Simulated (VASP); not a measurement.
GW runs with VASP on BN (zinc blende), on PBE orbitals with a Kohn-Sham gap of 4.43 eV on the mesh.

BN is taken in the cubic space group F-43m (No. 216), the zinc blende structure, Pearson symbol cF8. Conventional cell: a = 3.615 Å, b = 3.615 Å, c = 3.615 Å, α = 90.00°, β = 90.00°, γ = 90.00°. B on 4a is coordinated by 4 N at 1.565 Å (tetrahedral). N on 4d sees 4 B at 1.565 Å (tetrahedral). (Neighbours: up to the widest gap in distance over summed covalent radii, below 1.35, at either atom.)
(The calculation used a cell of 2 atoms; values per cell refer to that cell.)

Run with PREC = Normal, 500 eV cut-off, 4×4×4 Γ-centred mesh, Gaussian smearing of 0.010 eV, potentials B_GW N_GW_new.

The mesh is coarse and the basis finite, so the quasiparticle values are not converged.

| run | level | NBANDS | ENCUTGW (eV) | QP gap (eV) | smallest direct QP gap (eV) |
|---|---|---|---|---|---|
| run 1 | G0W0@PBE, 1 step(s) | 100 | 150 | 5.96 | 10.93 |
| run 2 | G0W0@PBE, 1 step(s) | 240 | 250 | 6.16 | 11.11 |
| run 3 | G0W0@PBE, 1 step(s) | 308 | 300 | ? | ? |

**Question.** Fill in the missing entries.

**Answer.** 
- run 3, QP gap (eV): 6.20
- run 3, smallest direct QP gap (eV): 11.16

Left out are failed runs and those that VASP or the mesh makes unfit.

The compound is BN in the zinc blende structure. The cell was not relaxed at this level.
